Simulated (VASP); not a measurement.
# ScBS3 (Pm-3m) in VASP: notebook, part 2 of 2

VASP 6.6.1.

## (3) Relaxation of cell and atoms, PBE

This run uses another cell than the first one, of 15.19 Å³/atom, 0.997 times its volume.

The input, INCAR:

```
SYSTEM = ScBS3
ALGO = Fast
EDIFF = 1E-7
EDIFFG = -0.01
ENCUT = 600
GGA = PE
IBRION = 2
ISIF = 3
ISMEAR = 0
LASPH = .True.
LCHARG = .False.
LREAL = .False.
LWAVE = .False.
NELM = 80
NSW = 100
PREC = Accurate
SIGMA = 0.1
```

The input, KPOINTS:

```
k-points
0
Gamma
  10 10 10
  0 0 0
```

The input, POSCAR:

```
ScBS3
1.0
    4.2348131290      0.0000000000      0.0000000000
    0.0000000000      4.2348131290      0.0000000000
    0.0000000000      0.0000000000      4.2348131290
Sc B S
1 1 3
Direct
    0.5000000000      0.5000000000      0.5000000000
    0.0000000000      0.0000000000      0.0000000000
    0.5000000000      0.0000000000      0.0000000000
    0.0000000000      0.5000000000      0.0000000000
    0.0000000000      0.0000000000      0.5000000000
```

Potentials or basis: VASP PAW PBE potentials, release 64 (Sc_sv, B, S).

Started as:

```console
cat potpaw_PBE.64/Sc_sv/POTCAR potpaw_PBE.64/B/POTCAR potpaw_PBE.64/S/POTCAR > POTCAR
mpirun -np 1 vasp_std > vasp.out
```

OUTCAR:

```text
SYSTEM = ScBS3
   EDIFF = 1E-7
   EDIFFG = -0.01
   ENCUT = 600
   GGA = PE
   IBRION = 2
   ISIF = 3
   ISMEAR = 0
   LASPH = .True.
   LREAL = .False.
   NELM = 80
   NSW = 100
   PREC = Accurate

 ion  position               nearest neighbor table
   1  0.500  0.500  0.500-   3 2.99   4 2.99   5 2.99   3 2.99   4 2.99   3 2.99   5 2.99   3 2.99
                             4 2.99   5 2.99   4 2.99   5 2.99
   2  0.000  0.000  0.000-   3 2.12   4 2.12   5 2.12   5 2.12   4 2.12   3 2.12
   3  0.500  0.000  0.000-   2 2.12   2 2.12   1 2.99   1 2.99   1 2.99   1 2.99
   4  0.000  0.500  0.000-   2 2.12   2 2.12   1 2.99   1 2.99   1 2.99   1 2.99
   5  0.000  0.000  0.500-   2 2.12   2 2.12   1 2.99   1 2.99   1 2.99   1 2.99

  LATTYP: Found a simple cubic cell.
 ALAT       =     4.2348131290

  Lattice vectors:

 A1 = (   4.2348131290,   0.0000000000,   0.0000000000)
 A2 = (   0.0000000000,   4.2348131290,   0.0000000000)
 A3 = (   0.0000000000,   0.0000000000,   4.2348131290)

Analysis of symmetry for initial positions (statically):
=====================================================================
 Subroutine PRICEL returns:
 Original cell was already a primitive cell.

 Routine SETGRP: Setting up the symmetry group for a
 simple cubic supercell.

 Subroutine GETGRP returns: Found 48 space group operations
 (whereof 48 operations were pure point group operations)
[... 182 lines left out ...]
  Total        0.1619535      0.1619535      0.1619535      0.0000000      0.0000000     -0.0000000
  in kB        3.4166312      3.4166312      3.4166312      0.0000000      0.0000000     -0.0000000
  external PRESSURE =       3.4166312 kB  Pullay stress =       0.0000000 kB
[... 65 lines left out ...]
--------------------------------------- Ionic step        3  -------------------------------------------

 number of electron      32.0000000 magnetization

 Free energy of the ion-electron system (eV)
  ---------------------------------------------------
  ext. energy  EPLUGINS =         0.00000000
  ---------------------------------------------------
  free energy    TOTEN  =       -26.17179709 eV

  energy without entropy =      -26.16336373  energy(sigma->0) =      -26.16758041

 E-fermi :   6.7329     XC(G=0): -10.8910

 val. band max:        6.6832364349   @ k =   0.5000   0.5000   0.5000
 cond. band min:       6.7337475070   @ k =   0.3000   0.3000   0.3000
 fundamental gap:      0.0505110722
 Fermi energy:         6.7329374287

 k-point     1 :       0.0000    0.0000    0.0000
  band No.  band energies     occupation
      1     -43.9761      2.00000
      2     -22.5305      2.00000
      3     -22.5305      2.00000
      4     -22.5305      2.00000
      5      -9.2817      2.00000
      6      -4.7071      2.00000
[... 541 lines left out ...]
     19       8.0262      0.00000
     20       8.4965      0.00000

 [... further k-points ...]

------------------------ aborting loop because EDIFF is reached ----------------------------------------

  FORCE on cell =-STRESS in cart. coord.  units (eV):
  Direction    XX          YY          ZZ          XY          YZ          ZX
  --------------------------------------------------------------------------------------
  -------------------------------------------------------------------------------------
  Total        0.0005329      0.0005329      0.0005329     -0.0000000     -0.0000000      0.0000000
  in kB        0.0112050      0.0112050      0.0112050     -0.0000000     -0.0000000      0.0000000
  external PRESSURE =       0.0112050 kB  Pullay stress =       0.0000000 kB
[... 20 lines left out ...]
  FREE ENERGIE OF THE ION-ELECTRON SYSTEM (eV)
  ---------------------------------------------------
  free  energy   TOTEN  =       -26.1717970871 eV

  energy  without entropy=      -26.1633637285  energy(sigma->0) =      -26.16758041

 reached required accuracy - stopping structural energy minimisation
```

CONTCAR:

```text
ScBS3
   1.00000000000000
     4.2395311890432534    0.0000000000000000   -0.0000000000000000
     0.0000000000000000    4.2395311890432534   -0.0000000000000000
     0.0000000000000000    0.0000000000000000    4.2395311890432534
  Sc              B               S
     1     1     3
Direct
     0.5000000000000000    0.5000000000000000    0.5000000000000000
     0.0000000000000000    0.0000000000000000    0.0000000000000000
     0.5000000000000000    0.0000000000000000    0.0000000000000000
     0.0000000000000000    0.5000000000000000    0.0000000000000000
     0.0000000000000000    0.0000000000000000    0.5000000000000000

  0.00000000E+00  0.00000000E+00  0.00000000E+00
  0.00000000E+00  0.00000000E+00  0.00000000E+00
  0.00000000E+00  0.00000000E+00  0.00000000E+00
  0.00000000E+00  0.00000000E+00  0.00000000E+00
  0.00000000E+00  0.00000000E+00  0.00000000E+00
```

Wall time 13 min (1 thread of AMD EPYC 7R13 (Zen 3), shared host); peak memory 0.24 GiB.

Results:

| Property | Result |
| --- | --- |
| Free energy | -26.1718 eV |
| Relaxed volume | 15.24 Å³/atom |
| Relaxed cell | a = 4.240 Å, b = 4.240 Å, c = 4.240 Å, α = 90.00°, β = 90.00°, γ = 90.00° |
| Space group after relaxing (to 0.05 Å) | Pm-3m (No. 221) |
| Energy gained by relaxing | 0.1 meV/atom |
| Ionic steps | 3 |
| Pressure after relaxing | 0.0 GPa |
| Band gap on the k mesh | none (metal or under the smearing width) |

Step by step:
| step | energy change (eV) | largest force (eV/Å) | pressure (GPa) | volume (Å³) |
| --- | --- | --- | --- | --- |
| 1 | 0.0000 | 0.0000 | 0.34 | 75.95 |
| 2 | -0.0002 | 0.0000 | -0.13 | 76.30 |
| 3 | -0.0003 | 0.0000 | 0.00 | 76.20 |

Final structure:
```
Sc B S
1.0
     4.23953    0.00000    0.00000
     0.00000    4.23953    0.00000
     0.00000    0.00000    4.23953
Sc B S
1 1 3
Direct
  0.50000 0.50000 0.50000
  0.00000 0.00000 0.00000
  0.50000 0.00000 0.00000
  0.00000 0.50000 0.00000
  0.00000 0.00000 0.50000
```

Levels at points of the mesh, in eV from the Fermi level:
| k point | band 12 | band 13 | band 14 | band 15 | band 16 | band 17 | band 18 | band 19 | band 20 |
| --- | --- | --- | --- | --- | --- | --- | --- | --- | --- |
| (0.00, 0.00, 0.00) | -1.29 | -1.29 | -1.29 | -0.71 | -0.71 | -0.71 | 0.64 | 0.64 | 0.82 |
| (0.50, 0.00, 0.00) | -3.19 | -2.84 | -2.84 | -1.47 | -1.47 | 0.99 | 1.03 | 2.48 | 2.75 |
| (0.50, 0.50, 0.00) | -3.28 | -2.67 | -2.67 | -0.16 | 0.21 | 1.32 | 1.41 | 2.38 | 2.38 |
| (0.50, 0.50, 0.50) | -0.05 | -0.05 | 0.98 | 0.98 | 0.98 | 1.32 | 1.35 | 1.35 | 1.35 |

## (4) Single point, PBE

This run uses another cell than the first one, of 15.89 Å³/atom, 1.043 times its volume.

The input, INCAR:

```
SYSTEM = ScBS3
PREC = Accurate
ENCUT = 520
EDIFF = 1E-6
ISMEAR = 0
SIGMA = 0.1
LREAL = .FALSE.
LASPH = .TRUE.
NELM = 60
ALGO = Normal
ISIF = 2
LWAVE = .FALSE.
LCHARG = .FALSE.
GGA = PE
NBANDS = 24
```

The input, KPOINTS:

```
regular mesh
0
G
  4 4 4
  0 0 0
```

Changes to POSCAR since step 3:

```diff
@@ -2,5 +2,5 @@
 1.0
-    4.2348131290      0.0000000000      0.0000000000
-    0.0000000000      4.2348131290      0.0000000000
-    0.0000000000      0.0000000000      4.2348131290
+    4.2988930900      0.0000000000      0.0000000000
+    0.0000000000      4.2988930900      0.0000000000
+    0.0000000000      0.0000000000      4.2988930900
 Sc B S
```

Started as:

```console
cat potpaw_PBE.64/Sc_sv/POTCAR potpaw_PBE.64/B/POTCAR potpaw_PBE.64/S/POTCAR > POTCAR
mpirun -np 1 vasp_std > vasp.out
```

Wall time 22 s (1 thread of AMD EPYC 7R13 (Zen 3), shared host); peak memory 0.14 GiB.

It converged, with:

* Free energy: -26.0988 eV
* Pressure: -4.2 GPa
* Band gap on the k mesh: none (metal or under the smearing width)

Levels at points of the mesh, in eV from the Fermi level:
| k point | band 13 | band 14 | band 15 | band 16 | band 17 | band 18 | band 19 | band 20 |
| --- | --- | --- | --- | --- | --- | --- | --- | --- |
| (0.00, 0.00, 0.00) | -0.96 | -0.96 | -0.44 | -0.44 | -0.44 | 0.94 | 0.94 | 1.12 |
| (0.50, 0.00, 0.00) | -2.42 | -2.42 | -1.14 | -1.14 | 1.30 | 1.31 | 2.64 | 2.87 |
| (0.50, 0.50, 0.00) | -2.32 | -2.32 | 0.03 | 0.46 | 1.55 | 1.66 | 2.67 | 2.67 |
| (0.50, 0.50, 0.50) | 0.13 | 1.16 | 1.16 | 1.16 | 1.61 | 1.61 | 1.61 | 1.65 |

Caveat: the k mesh is coarse (spacing up to 0.37 Å⁻¹), so the values aren't converged.

## (5) Summary

```csv
task,cell,k mesh,cutoff (eV),mesh quality,gap on the mesh (eV),pressure (GPa)
single point,"Pm-3m, 15.24 Å³/atom",10 × 10 × 10,520,not flagged,none,0.0
relaxation of cell and atoms,relaxed,10 × 10 × 10,600,not flagged,none,0.0
single point,"Pm-3m, 15.89 Å³/atom",4 × 4 × 4,520,coarse,none,-4.2
```

Alike in all rows: level PBE; potentials or basis VASP PAW PBE potentials, release 64 (Sc_sv, B, S); no spin polarisation; smearing gaussian 0.1 eV.

Caveats: some runs use coarse meshes.

Absolute energies hang on the potentials; compare differences alone.
